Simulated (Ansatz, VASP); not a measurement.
# SiO2 in two plane-wave programs, part 2 of 2

One calculation is typed for both programs; each brings its own data sets. How far apart do they land? The cell is taken from a series of runs on this material, whose earlier steps may have relaxed, scaled, displaced or heated it; both programs get it as it stands.

VASP 6.6.1 and Ansatz 0.2.0.

So far: Starting point; VASP: G0W0 gap, LDA.

## (3) Ansatz: G0W0 gap, LDA

Level of this step: Ansatz beside VASP: G0W0 on Kohn-Sham DFT, plane waves, LDA (Ansatz).

Ansatz runs on its PAW soft_1 files.

The same cell, functional (in two slightly different forms) and mesh now go to Ansatz, which takes its cutoff from its data sets.

input.yaml

```yaml
crystal:
  lattice:
    - [-2.7282699184, 4.9678236452, 4.619341714]
    - [2.7282699184, -4.9678236452, 4.619341714]
    - [2.7282699184, 4.9678236452, -4.619341714]
  atoms:
    - { symbol: Si, position: [0.9355262404, 0.8466495286, 0.0888767118] }
    - { symbol: Si, position: [0.7422271832, 0.1533504714, 0.5888767118] }
    - { symbol: Si, position: [0.0644737596, 0.1533504714, 0.9111232882] }
    - { symbol: Si, position: [0.2577728168, 0.8466495286, 0.4111232882] }
    - { symbol: O, position: [0.1348582642, 0.8848582642, 0.25] }
    - { symbol: O, position: [0.8651417358, 0.1151417358, 0.75] }
    - { symbol: O, position: [0.8078921625, 0.5, 0.8078921625] }
    - { symbol: O, position: [0.1921078375, 0.0, 0.6921078375] }
    - { symbol: O, position: [0.1921078375, 0.5, 0.1921078375] }
    - { symbol: O, position: [0.8078921625, 0.0, 0.3078921625] }
    - { symbol: O, position: [0.0, 0.0, 0.0] }
    - { symbol: O, position: [0.5, 0.0, 0.5] }
kpoints:
  mp_grid: { grid: [4, 4, 4] }
hamiltonian:
  xc: lda
  pseudopotentials: { kind: paw, azcp: { folder: soft_1 }, xc_functional: pbe }
scf:
  occupations: { method: fixed }
gw:
  n_empty_bands: 837
  ecut_chi: 140
  qp_bands: [v4, c4]
  qp_kpoints: band_edges
  screening: { model: contour_deformation }
```

The run is started by

```bash
> ansatz run input.yaml --threads 2 --pin off --max-ram 92160MiB --backend cuda --events-out ev --progress --plain --runs-dir out --devices 1 --max-vram 13GiB
```

Numbers of over 12 decimals in the logs are rounded to 6 here.

The program printed:

```text
GPUs: using 1 of 1 available (devices: 1).
Engine: ansatz 0.2.0, x86_64-unknown-linux-gnu
Pseudopotentials: kind: paw
Pseudopotential: Si, paw, valence charge 4, recommended cutoff 420 eV (normal), soft_1/Si.paw.azcp
Pseudopotential: O, paw, valence charge 6, recommended cutoff 420 eV (normal), soft_1/O.paw.azcp
Functional definition: SPW92
  exchange = slater_x
  correlation = pw_c
device memory: the entry about to start is reckoned to put 2.9 GiB on a device that reports 58.2 GiB free (of which the cap on the GPU budget leaves the run 13.0 GiB)
GPU FFT provider: cuFFT
GPU libraries: cuBLAS 13.8.2, cuFFT 12.4.0, cuSOLVER 12.3.4
Crystal: 12 atoms, lattice volume = 250.434 Å³
Basis set: ecut = 420 eV, 4891 PW (Γ)
Bands: 44, of which v1, the nominal top of the filled ones, is band 32 counted from 1 (31 counted from 0)
Symmetry: 8 space group operations
Space group: Imma (ITA 74), of the structure as read, at distance tolerance 6.3e-5 Å
k-points: 18 of 64
Non-local potential: Si, projectors of the file, l = 0: 2, l = 1: 2, l = 2: 1
Non-local potential: O, projectors of the file, l = 0: 2, l = 1: 2, l = 2: 1
PAW form: soft (Blöchl's): semilocal exchange-correlation on the pseudo side does not see the compensation charge
PAW frozen core: Si, regenerated for the run's functional, and the local potential with it (the file was generated under x = pbe(κ = 0.804, μ = 0.219515), c = pbe(β = 0.066725))
PAW frozen core: O, regenerated for the run's functional, and the local potential with it (the file was generated under x = pbe(κ = 0.804, μ = 0.219515), c = pbe(β = 0.066725))
PAW one-centre angular grid: Si, 110 points (default); XC on 64 Gauss nodes
PAW one-centre angular grid: O, 110 points (default); XC on 64 Gauss nodes
Initial density: superposition of atomic densities (chi_scale 0.1, normalization cell, long waves kept (reshape's long-wave potential 0.02 eV rms))
Initial wavefunctions: pseudopotential atomic-orbital guess
GPU buffer pool allocated for 125000 grid points (all kernels)
GPU transforms: local potential and band sums: pruned to the plane-wave sphere, on 50×50×50
Functional: x = slater, c = lda
SCF iter   1: F=—  HF=-6895.507979 eV  |F-HF|=—  |Δ(HF+E_count)|=         —  Δρ=9.37e-2  dr2=2.09e1  ethr=3.10e-3  ⟨swp⟩=5.0  Hψ=3087  notcnv=0  defer=178
preconditioner: auto → Resta (q_TF=auto, 2.173 Å⁻¹)  ε∞=2.2  [insulator: Δε(μ)=6.472 eV  Ē_g=16.840 eV  n_scr=44 (ndim 8)  ℏωp=18.8 eV  f_vac=0.329  ε∞_Penn≈2.2]
SCF iter   2: F=—  HF=-6889.825574 eV  |F-HF|=—  |Δ(HF+E_count)|=    5.68e0  Δρ=3.76e-2  dr2=1.33e0  ethr=3.10e-3  ⟨swp⟩=3.7  Hψ=2150  notcnv=0  defer=160
SCF iter   3: F=—  HF=-6889.527408 eV  |F-HF|=—  |Δ(HF+E_count)|=   2.98e-1  Δρ=1.56e-2  dr2=3.64e-1  ethr=2.07e-3  ⟨swp⟩=2.9  Hψ=1341  notcnv=0  defer=179
SCF iter   4: F=—  HF=-6889.462873 eV  |F-HF|=—  |Δ(HF+E_count)|=   6.45e-2  Δρ=4.62e-3  dr2=3.75e-2  ethr=5.69e-4  ⟨swp⟩=2.1  Hψ=815  notcnv=0  defer=180
SCF iter   5: F=—  HF=-6889.458270 eV  |F-HF|=—  |Δ(HF+E_count)|=   4.60e-3  Δρ=1.07e-3  dr2=3.39e-3  ethr=5.86e-5  ⟨swp⟩=2.8  Hψ=1140  notcnv=0  defer=180
SCF iter   6: F=—  HF=-6889.459921 eV  |F-HF|=—  |Δ(HF+E_count)|=   1.65e-3  Δρ=1.52e-4  dr2=1.87e-4  ethr=5.29e-6  ⟨swp⟩=2.8  Hψ=1177  notcnv=0  defer=180
SCF iter   7: F=—  HF=-6889.460449 eV  |F-HF|=—  |Δ(HF+E_count)|=   5.28e-4  Δρ=4.34e-5  dr2=7.08e-6  ethr=2.92e-7  ⟨swp⟩=2.6  Hψ=1083  notcnv=0  defer=180
SCF iter   8: F=—  HF=-6889.460493 eV  |F-HF|=—  |Δ(HF+E_count)|=   4.47e-5  Δρ=5.76e-5  dr2=6.25e-6  ethr=1.11e-8  ⟨swp⟩=2.1  Hψ=1385  notcnv=0  defer=176
SCF iter   9: F=—  HF=-6889.460493 eV  |F-HF|=—  |Δ(HF+E_count)|=   3.31e-8  Δρ=7.83e-6  dr2=1.69e-7  ethr=9.76e-9  ⟨swp⟩=2.0  Hψ=1097  notcnv=0  defer=176
SCF iter  10: F=-6889.460495 eV  HF=-6889.460495 eV  |F-HF|=3.33e-8  |Δ(HF+E_count)|=   1.07e-6  Δρ=1.96e-6  dr2=9.61e-9  ethr=1.56e-10  ⟨swp⟩=15.6  Hψ=4428  notcnv=0
SCF 1 converged in 10 iterations: F = -6889.460495 eV  dr2 = 9.61e-9
  greatest PAW one-centre occupation: 0.850 electrons in one spin orbital (limit 2), on the O atom at site 5 (counted from 0), in its partial waves of l = 0
device memory: the entry about to start is reckoned to put 3.6 GiB (of the 3.6 GiB reckoned in all, the device holds 0.1 GiB already) on a device that reports 58.1 GiB free (of which the cap on the GPU budget leaves the run 12.9 GiB)
NSCF: frozen V_eff on 18 k-points
the band table was solved once the SCF had ended and its energy, with any forces and stress, was formed, with the checks that follow a solve (3778 applications of the Hamiltonian). They found nothing against the state; the energy, forces and stress were not computed again (output.eigenvalues in the input reference)
device memory: the entry about to start is reckoned to put 5.9 GiB on a device that reports 58.2 GiB free (of which the cap on the GPU budget leaves the run 13.0 GiB)
NSCF: frozen V_eff on 18 k-points
G₀W₀ screening: q 1/18
[... further progress lines ...]
[...]
4    35      6.2677    -5.2160    -2.6804    -9.3643  0.8746     7.7501     7.7356  root
     4    36      6.5609    -4.4628    -2.6875    -8.5660  0.8777     7.9901     7.9766  root
     5    29     -2.4260   -25.7628     4.0309   -19.8990  0.7946    -4.2950    -4.2589  root
     5    30     -2.0793   -26.0631     3.9837   -20.2957  0.7960    -3.8956    -3.8629  root
     5    31     -1.8507   -26.4075     4.0055   -20.6409  0.7967    -3.6429    -3.6117  root
     5    32     -1.7176   -26.5184     4.0114   -20.7570  0.7970    -3.4980    -3.4675  root
     5    33      4.4471    -8.5697    -3.1950   -13.6091  0.8572     6.3145     6.2915  root
     5    34      5.5568    -7.6367    -3.1278   -12.5640  0.8588     7.3797     7.3563  root
     5    35      6.3632    -5.6551    -3.1294   -10.4722  0.8697     8.0711     8.0508  root
     5    36      6.6386    -5.8809    -3.2198   -10.8493  0.8638     8.4101     8.3873  root
     6    29     -2.1727   -25.9236     3.9748   -20.1486  0.7968    -4.0063    -3.9728  root
     6    30     -2.1545   -26.0531     3.9846   -20.2838  0.7959    -3.9719    -3.9392  root
     6    31     -1.8446   -26.3225     4.0008   -20.5579  0.7967    -3.6398    -3.6084  root
     6    32     -1.6217   -26.6886     4.0093   -20.9507  0.7966    -3.3795    -3.3502  root
     6    33      3.6393    -8.1715    -3.0723   -12.9762  0.8631     5.3904     5.3717  root
     6    34      5.5260    -8.2101    -3.3472   -13.4800  0.8544     7.4762     7.4487  root
     6    35      6.0090    -5.8613    -3.2049   -10.7959  0.8722     7.7592     7.7386  root
     6    36      6.5380    -5.8413    -3.0816   -10.6155  0.8669     8.2512     8.2306  root
     7    29     -2.4382   -25.8003     4.0251   -19.9464  0.7946    -4.3028    -4.2670  root
     7    30     -2.3799   -25.9082     4.0071   -20.0884  0.7951    -4.2273    -4.1927  root
     7    31     -2.0743   -25.9793     3.9967   -20.1829  0.7968    -3.9075    -3.8740  root
     7    32     -1.6383   -26.6679     4.0125   -20.9183  0.7971    -3.4050    -3.3753  root
     7    33      5.0495    -9.5727    -3.5403   -15.1698  0.8484     7.1377     7.1063  root
     7    34      5.6606    -8.7509    -3.8424   -14.7477  0.8458     7.8521     7.8149  root
[...]
17    29     -2.0559   -26.2361     4.0333   -20.4171  0.7954    -3.8744    -3.8415  root
    17    30     -1.7063   -26.5862     3.9999   -20.8460  0.7972    -3.4764    -3.4466  root
    17    31     -1.6753   -26.6387     3.9986   -20.9132  0.7963    -3.4313    -3.4021  root
    17    32     -1.5973   -26.6869     4.0196   -20.9314  0.7972    -3.3627    -3.3331  root
    17    33      4.6444    -9.8830    -3.5356   -15.4970  0.8472     6.7543     6.7227  root
    17    34      5.3307    -8.8331    -3.4738   -14.2880  0.8501     7.3412     7.3118  root
    17    35      5.8412    -6.6510    -2.9617   -11.2940  0.8649     7.5421     7.5224  root
    17    36      6.0184    -3.1710    -2.0592    -6.2470  0.8951     7.0412     7.0352  root
```

## (4) Side by side

Known differences besides the potentials themselves: the two LDA forms differ slightly; fixed occupations in Ansatz, narrow Gaussian smearing in VASP; the cutoff is 420 eV in Ansatz and 440 eV in VASP; VASP's log shows a relativistic correction to its local exchange, Ansatz's none; Ansatz integrates over frequency by contour deformation, VASP on a grid of NOMEGA points. Total energies have different zeros and are not compared.

Compared:

```
                   quantity  Ansatz  VASP  difference
  G0W0 gap on the mesh (eV)    8.35  8.33       +0.02
Kohn-Sham gap under it (eV)    4.90  4.91        0.00
```

## (5) What came out

```
difference in G0W0 gap on the mesh (G0W0 gap, LDA) : 0.017 eV
```

The difference in G0W0 gap on the mesh is 0.017 eV (G0W0 gap, LDA). Such differences can come from data sets, numerical settings and the points named under the comparisons, not from the functional's error against experiment.

[Lines on the potential files, build, host, timing and source positions are cut from VASP's logs without a mark.]

[Logs are printed without paths, hosts, clocks, repeated set-up lines and the standing remarks that a program may print on its own settings, such as how far it seeks lower states.]

[Hosts, paths, dates, database ids (printed as entryN), source tags and the programs' standing remarks are cut or masked in the printed files.]
